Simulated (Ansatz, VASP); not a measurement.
# Ti (Titanium): VASP beside Ansatz

Aim: how closely do two programs agree when they are given the same cell, functional and k mesh? The cell is taken from a series of runs on this material, whose earlier steps may have relaxed, scaled, displaced or heated it; both programs get it as it stands.

Method: plane waves, with VASP 6.6.1 beside it; zone-centre phonons at PBEsol, in Ansatz 0.2.0.

### 1. The structure

It takes space group P6_3/mmc (No. 194, hexagonal). Conventional cell: a = 2.958 Å, b = 2.958 Å, c = 4.516 Å, α = 90.00°, β = 90.00°, γ = 120.00°. Ti has 12 Ti at 2.83 to 2.96 Å nearest.

### 2. VASP: zone-centre phonons, PBEsol

Second derivatives magnify differences that forces hide, and they need a tight electronic threshold.

Lines of VASP's logs that name or quote its potential files are left out, and so is its time.

File INCAR:

```
SYSTEM = Ti
PREC = Accurate
ENCUT = 500
EDIFF = 1E-08
NELM = 120
ISMEAR = 1
SIGMA = 0.2
LREAL = .FALSE.
ALGO = Normal
GGA = PS
NBANDS = 18
LASPH = .TRUE.
LORBIT = 11
LWAVE = .FALSE.
LCHARG = .FALSE.
ISIF = 2
IBRION = 8
GGA_COMPAT = .FALSE.
KPAR = 2
```

File POSCAR:

```
Ti
1.0
    2.9584508036      0.0000000000      0.0000000000
   -1.4792254018      2.5620935517      0.0000000000
    0.0000000000      0.0000000000      4.5162315419
Ti
2
Direct
    0.3333333334      0.6666666668      0.2500000000
    0.6666666668      0.3333333334      0.7500000000
```

File KPOINTS:

```
Automatic mesh
0
Gamma
18 18 12
0 0 0
```

The projector-augmented-wave data sets are Ti_sv (PBE family, release 64).

Run with:

```bash
> mpirun -np 2 vasp_std
```

Numbers of over 12 decimals in the logs are rounded to 6 here.

What it wrote:

```text
[banner, memory and clock lines left out]
running    2 mpi-ranks, on    1 nodes
 distrk:  each k-point on    1 cores,    2 groups
 distr:  one band on    1 cores,    1 groups

 POSCAR found type information on POSCAR Ti
 POSCAR found :  1 types and       2 ions
|                                                                             |
|               ----> ADVICE to this user running VASP <----                  |
|                                                                             |
|     You enforced a specific xc type in the INCAR file but a different       |
|     [... a line on the potential file left out ...]
|     I HOPE YOU KNOW WHAT YOU ARE DOING!                                     |
|                                                                             |

 LDA part: xc-table for (Slater+PW92), standard interpolation
 POSCAR, INCAR and KPOINTS ok, starting setup
 FFT: planning ... GRIDC
 FFT: planning ... GRID_SOFT
 FFT: planning ... GRID
 WAVECAR not read
 entering main loop
       N       E                     dE             d eps       ncg     rms          rms(c)
DAV:   1     0.253980279595E+03    0.25398E+03   -0.13002E+04  9340   0.162E+03
DAV:   2     0.107777347880E+02   -0.24320E+03   -0.24005E+03  9518   0.450E+02
DAV:   3    -0.177582617801E+02   -0.28536E+02   -0.28185E+02 17632   0.127E+02
DAV:   4    -0.189223555800E+02   -0.11641E+01   -0.11632E+01 10722   0.270E+01
DAV:   5    -0.189823715849E+02   -0.60016E-01   -0.60000E-01 14700   0.431E+00    0.126E+01
DAV:   6    -0.166657629416E+02    0.23166E+01   -0.85038E+00 10940   0.304E+01    0.306E+00
DAV:   7    -0.166419963889E+02    0.23767E-01   -0.86577E-01 14238   0.695E+00    0.209E+00
DAV:   8    -0.166688156093E+02   -0.26819E-01   -0.23317E-01 10924   0.587E+00    0.755E-01
DAV:   9    -0.166589799860E+02    0.98356E-02   -0.56586E-02 11100   0.249E+00    0.693E-02
DAV:  10    -0.166593370902E+02   -0.35710E-03   -0.28540E-03 13480   0.365E-01    0.962E-02
DAV:  11    -0.166594127048E+02   -0.75615E-04   -0.26908E-04 11138   0.119E-01    0.344E-02
DAV:  12    -0.166594061497E+02    0.65551E-05   -0.33175E-05 11970   0.496E-02    0.887E-03
DAV:  13    -0.166594060268E+02    0.12292E-06   -0.20028E-06 11352   0.132E-02    0.659E-04
DAV:  14    -0.166594060411E+02   -0.14314E-07   -0.26264E-07 14380   0.334E-03    0.788E-04
DAV:  15    -0.166594059846E+02    0.56560E-07   -0.38737E-08  9828   0.163E-03    0.337E-04
DAV:  16    -0.166594060488E+02   -0.64212E-07   -0.51409E-09  5606   0.488E-04    0.496E-05
DAV:  17    -0.166594060432E+02    0.55707E-08   -0.11301E-09  5316   0.263E-04
   1 F= -.16659406E+02 E0= -.16661047E+02  d E =0.492304E-02
 Linear response reoptimize wavefunctions to high precision
DAV:   1    -0.166594060413E+02    0.18745E-08   -0.28323E-10  5428   0.106E-04
DAV:   2    -0.166594060414E+02   -0.13642E-10   -0.12306E-10  5256   0.690E-05
 Linear response DOF=           2
 Linear response progress:
  Degree of freedom:   1/  2
       N       E                     dE             d eps       ncg     rms          rms(c)
RMM:   1    -0.586836331576E+00   -0.58684E+00    0.27564E+01 41473   0.144E+02
RMM:   2    -0.562209348799E+00    0.24627E-01   -0.35187E-01 75875   0.478E+00    0.274E-01
RMM:   3    -0.558941141158E+00    0.32682E-02   -0.20039E-02 85164   0.126E+00    0.123E-01
RMM:   4    -0.559203614323E+00   -0.26247E-03   -0.89325E-03 99239   0.563E-01    0.160E-02
RMM:   5    -0.559839255694E+00   -0.63564E-03   -0.16841E-03104429   0.214E-01    0.111E-02
RMM:   6    -0.560580427597E+00   -0.74117E-03   -0.73459E-04103240   0.108E-01    0.680E-03
RMM:   7    -0.560718308473E+00   -0.13788E-03   -0.14833E-04102473   0.504E-02    0.455E-03
RMM:   8    -0.560942105816E+00   -0.22380E-03   -0.46663E-05100354   0.286E-02    0.102E-03
RMM:   9    -0.561009610882E+00   -0.67505E-04   -0.19784E-05104771   0.156E-02    0.478E-04
RMM:  10    -0.561000848750E+00    0.87621E-05   -0.70277E-06106287   0.832E-03    0.188E-04
RMM:  11    -0.561006178036E+00   -0.53293E-05   -0.10446E-05107049   0.480E-03    0.114E-04
RMM:  12    -0.561015047183E+00   -0.88691E-05   -0.64079E-06103382   0.293E-03    0.171E-04
RMM:  13    -0.561006111494E+00    0.89357E-05   -0.82974E-06101533   0.197E-03    0.104E-04
RMM:  14    -0.561008035025E+00   -0.19235E-05   -0.41472E-06106169   0.132E-03    0.525E-05
[...]
RMM:  20    -0.561010361842E+00    0.25723E-08   -0.11920E-06 98440   0.319E-04    0.152E-05
RMM:  21    -0.561010418596E+00   -0.56754E-07   -0.15075E-06 94878   0.284E-04    0.118E-05
RMM:  22    -0.561010416677E+00    0.19191E-08   -0.89241E-07105104   0.250E-04    0.143E-05
RMM:  23    -0.561010428224E+00   -0.11547E-07   -0.10216E-06100224   0.226E-04    0.146E-05
RMM:  24    -0.561010418750E+00    0.94742E-08   -0.65641E-07 97365   0.207E-04    0.169E-05
RMM:  25    -0.561010407102E+00    0.11648E-07   -0.72828E-07 97660   0.192E-04    0.189E-05
RMM:  26    -0.561010417594E+00   -0.10492E-07   -0.48170E-07 94524   0.180E-04    0.189E-05
RMM:  27    -0.561010424330E+00   -0.67361E-08   -0.47452E-07 95867   0.169E-04    0.198E-05
 first order change of Fermi-energy   0.68794E-04
 force on displaced ion       1 direction 1 :  -1.589  -0.000   0.000
 Linear response progress:
  Degree of freedom:   2/  2
       N       E                     dE             d eps       ncg     rms          rms(c)
RMM:   1    -0.661720517145E+00   -0.66172E+00    0.32391E+01 14258   0.146E+02
RMM:   2    -0.627312598629E+00    0.34408E-01   -0.35111E-01 26429   0.480E+00    0.284E-01
RMM:   3    -0.625532432232E+00    0.17802E-02   -0.24977E-02 28999   0.129E+00    0.125E-01
RMM:   4    -0.626703646227E+00   -0.11712E-02   -0.10195E-02 33408   0.573E-01    0.356E-02
RMM:   5    -0.627168025603E+00   -0.46438E-03   -0.20771E-03 32198   0.238E-01    0.249E-02
RMM:   6    -0.627611539180E+00   -0.44351E-03   -0.87334E-04 34261   0.131E-01    0.123E-02
RMM:   7    -0.627919355240E+00   -0.30782E-03   -0.15596E-04 35003   0.586E-02    0.825E-03
RMM:   8    -0.628440626456E+00   -0.52127E-03   -0.50435E-05 31646   0.359E-02    0.224E-03
RMM:   9    -0.628467515413E+00   -0.26889E-04   -0.13069E-05 34933   0.182E-02    0.103E-03
RMM:  10    -0.628452314286E+00    0.15201E-04   -0.49909E-06 35375   0.101E-02    0.231E-04
RMM:  11    -0.628451622783E+00    0.69150E-06   -0.20393E-06 36004   0.594E-03    0.185E-04
RMM:  12    -0.628457543500E+00   -0.59207E-05   -0.42811E-06 35468   0.373E-03    0.907E-05
RMM:  13    -0.628460138336E+00   -0.25948E-05   -0.27300E-06 36611   0.245E-03    0.423E-05
RMM:  14    -0.628459618808E+00    0.51953E-06   -0.29507E-06 36320   0.167E-03    0.170E-05
RMM:  15    -0.628459928551E+00   -0.30974E-06   -0.20610E-06 36251   0.124E-03    0.182E-05
RMM:  16    -0.628460002275E+00   -0.73724E-07   -0.24069E-06 36828   0.956E-04    0.233E-05
RMM:  17    -0.628459698618E+00    0.30366E-06   -0.14451E-06 34211   0.784E-04    0.418E-05
RMM:  18    -0.628459627580E+00    0.71039E-07   -0.17857E-06 35130   0.660E-04    0.529E-05
RMM:  19    -0.628459473404E+00    0.15418E-06   -0.11013E-06 33784   0.575E-04    0.661E-05
RMM:  20    -0.628459642649E+00   -0.16924E-06   -0.11803E-06 33424   0.511E-04    0.613E-05
RMM:  21    -0.628459544052E+00    0.98597E-07   -0.99385E-07 33196   0.464E-04    0.713E-05
RMM:  22    -0.628459781889E+00   -0.23784E-06   -0.92607E-07 31878   0.432E-04    0.627E-05
 first order change of Fermi-energy  -0.10452E-03
 force on displaced ion       1 direction 3 :  -0.000   0.000  -3.887
 Linear response finished
```

From OUTCAR (step 2):

```text
ion  position               nearest neighbor table
   1  0.333  0.667  0.250-   2 2.83   2 2.83   2 2.83   2 2.83   2 2.83   2 2.83
   2  0.667  0.333  0.750-   1 2.83   1 2.83   1 2.83   1 2.83   1 2.83   1 2.83

  LATTYP: Found a hexagonal cell.
 ALAT       =     2.9584508036
 C/A-ratio  =     1.5265528622

 Subroutine GETGRP returns: Found 24 space group operations
 (whereof 12 operations were pure point group operations)

The static configuration has the point symmetry D_3d.
 The point group associated with its full space group is D_6h.

 Found    259 irreducible k-points:

   k-points           NKPTS =    259   k-points in BZ     NKDIM =    259   number of bands    NBANDS=     18

   dimension x,y,z NGX =    24 NGY =   24 NGZ =   36
   dimension x,y,z NGXF=    48 NGYF=   48 NGZF=   72

   ENCUT  =  500.0 eV  36.75 Ry    6.06 a.u.   5.39  5.39  8.23*2*pi/ulx,y,z

   NELECT =      24.0000    total number of electrons

 k-points in reciprocal lattice and weights: Automatic mesh
   0.00000000  0.00000000  0.00000000       0.000
   0.05555556  0.00000000  0.00000000       0.002
   0.11111111  0.00000000  0.00000000       0.002
   0.16666667  0.00000000  0.00000000       0.002
   0.22222222  0.00000000  0.00000000       0.002
   0.27777778  0.00000000  0.00000000       0.002
   0.33333333  0.00000000  0.00000000       0.002
   0.38888889  0.00000000  0.00000000       0.002
   0.44444444  0.00000000  0.00000000       0.002
[...]
0.33333333  0.27777778  0.50000000       0.003
   0.33333333  0.33333333  0.50000000       0.001

 average (electrostatic) potential at core
       1 -72.1368       2 -72.1368

  Total       -0.8937633     -0.8937633     -0.0611349     -0.0000000     -0.0000000      0.0000000
  in kB      -41.8309341    -41.8309341     -2.8613055     -0.0000000     -0.0000000      0.0000000
  external PRESSURE =     -28.8410579 kB  Pullay stress =       0.0000000 kB

  energy-cutoff  :      500.00
  volume of cell :       34.23
      direct lattice vectors                 reciprocal lattice vectors
     2.958450804  0.000000000  0.000000000     0.338014747  0.195152905  0.000000000
    -1.479225402  2.562093552  0.000000000     0.000000000  0.390305810  0.000000000
     0.000000000  0.000000000  4.516231542     0.000000000  0.000000000  0.221423545

 POSITION                                       TOTAL-FORCE (eV/Angst)
 -----------------------------------------------------------------------------------
      0.00000      1.70806      1.12906        -0.000000      0.000000      0.000000
      1.47923      0.85403      3.38717         0.000000     -0.000000      0.000000
 -----------------------------------------------------------------------------------
    total drift:                               -0.000000     -0.000000      0.000000

 Eigenvectors and eigenvalues of the dynamical matrix
 ----------------------------------------------------

   1 f  =    6.299581 THz    39.581432 2PiTHz  210.131388 cm-1    26.052960 meV
             X         Y         Z           dx          dy          dz
      0.000000  1.708062  1.129058     0.000000    0.000000    0.707107
      1.479225  0.854031  3.387174     0.000000    0.000000   -0.707107

   2 f  =    4.027928 THz    25.308221 2PiTHz  134.357230 cm-1    16.658166 meV
             X         Y         Z           dx          dy          dz
      0.000000  1.708062  1.129058    -0.707107   -0.000000    0.000000
      1.479225  0.854031  3.387174     0.707107   -0.000000    0.000000

   3 f  =    4.027928 THz    25.308221 2PiTHz  134.357230 cm-1    16.658166 meV
             X         Y         Z           dx          dy          dz
      0.000000  1.708062  1.129058     0.000000    0.707107   -0.000000
      1.479225  0.854031  3.387174    -0.000000   -0.707107   -0.000000

   4 f  =    0.000000 THz     0.000000 2PiTHz    0.000002 cm-1     0.000000 meV
             X         Y         Z           dx          dy          dz
      0.000000  1.708062  1.129058    -0.253993    0.659824    0.010943
      1.479225  0.854031  3.387174    -0.253993    0.659824    0.010943

   5 f  =    0.000000 THz     0.000000 2PiTHz    0.000001 cm-1     0.000000 meV
             X         Y         Z           dx          dy          dz
      0.000000  1.708062  1.129058     0.659905    0.254018    0.000390
      1.479225  0.854031  3.387174     0.659905    0.254018    0.000390

   6 f/i=    0.000000 THz     0.000001 2PiTHz    0.000003 cm-1     0.000000 meV
             X         Y         Z           dx          dy          dz
      0.000000  1.708062  1.129058     0.003567   -0.010352    0.707022
      1.479225  0.854031  3.387174     0.003567   -0.010352    0.707022

 ELASTIC MODULI CONTR FROM IONIC RELAXATION (kBar)
 Direction    XX          YY          ZZ          XY          YZ          ZX
 --------------------------------------------------------------------------------
 XX        -208.4815    208.4815     -0.0000      0.0000      0.0000      0.0000
 YY         208.4815   -208.4815      0.0000     -0.0000     -0.0000      0.0000
 ZZ          -0.0000      0.0000     -0.0000      0.0000      0.0000      0.0000
 XY           0.0000     -0.0000      0.0000   -208.4815      0.0000      0.0000
 YZ           0.0000     -0.0000      0.0000      0.0000     -0.0000      0.0000
 ZX           0.0000      0.0000      0.0000      0.0000      0.0000      0.0000
 --------------------------------------------------------------------------------
```

[end of part 1 of 2]

[Lines on the potential files, build, host, timing and source positions are cut from VASP's logs without a mark.]

[Logs are printed without paths, hosts, clocks, repeated set-up lines and the standing remarks that a program may print on its own settings, such as how far it seeks lower states.]

[Hosts, paths, dates, database ids (printed as entryN), source tags and the programs' standing remarks are cut or masked in the printed files.]
